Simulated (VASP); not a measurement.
A cell of In (bct) near equilibrium:

```xyz
1
Lattice="-1.6431 1.6431 2.5334 1.6431 -1.6431 2.5334 1.6431 1.6431 -2.5334" Properties=species:S:1:pos:R:3 pbc="T T T"
In     0.0000     0.0000     5.0668
```

The numbers are results of PBE GGA, VASP's PBE PAW potentials (set 64) (plane waves; VASP), not measurements.

```csv
run,ΔE (meV/atom),σxx,σyy,σzz,"largest shear component, with its sign (GPa)",largest force (eV/Å)
as it is,0.0,0.05,0.05,0.08,0.00,0.000
after one change,2.1,-0.97,-0.97,-0.88,0.00,0.000
```
Stress is in GPa, positive when the cell is compressed.

**Question.** What was changed between the two runs?
(A) uniaxial strain of +4.0 % along z
(B) biaxial strain of -1.0 % in the yz plane
(C) isotropic strain of +1.0 %
(D) isotropic strain of -1.0 %

**Answer.** C, isotropic strain of +1.0 %

The compound is In in the bct structure.
